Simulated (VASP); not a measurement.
Energy against volume of ZrO2 (fluorite). Calculation: revPBE GGA, VASP's PBE PAW potentials (set 64) (plane waves; VASP). Run with 520 eV cut-off, 7×7×7 Γ-centred mesh, Gaussian smearing of 0.050 eV, potentials Zr_sv O.

```csv
V (Å³/atom),E (eV/atom)
10.996,-9.12987
11.336,-9.13783
11.676,-9.13137
12.016,-9.11258
```

### Question
Fit these four points and predict the energy of the run at 10.656 Å³/atom.

### Answer
A cubic in V^(−2/3), the third-order Birch-Murnaghan form, passes through the four points with V0 = 11.34 Å³/atom and B0 = 225 GPa, and gives -9.1050 eV/atom there. The run gave -9.1051 eV/atom, -0.1 meV/atom from the fit; all five points give B0 = 225 GPa.

The compound is ZrO2 in the fluorite structure, the high-temperature cubic form, which is unstable at 0 K; the monoclinic form is the stable one. It was relaxed first.
